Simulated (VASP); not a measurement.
Consider the following.

```
CELL_PARAMETERS angstrom
      0.00000     2.59292     2.59292
      2.59292     0.00000     2.59292
      2.59292     2.59292     0.00000
ATOMIC_POSITIONS crystal
  Mg 0.00000 0.00000 0.00000
  S  0.50000 0.50000 0.50000
```

Computed with AM05 GGA, VASP's PBE PAW potentials (set 64) (plane waves; VASP). Run with 520 eV cut-off, 10×10×10 Γ-centred mesh, tetrahedra with Blöchl corrections, potentials Mg S.

**Question.** What does the run give for the energy per atom (σ→0), band gap (on the k-mesh) with the smallest direct gap where there is one?

**Answer.** 
```yaml
band gap (on the k-mesh): 2.78 eV
smallest direct gap (on the k-mesh): 3.73 eV
energy per atom (σ→0): -4.327 eV/atom
```

Total energies compare only between runs with the same potentials, cut-off and functional.

The compound is MgS in the rock salt structure. It was relaxed first.
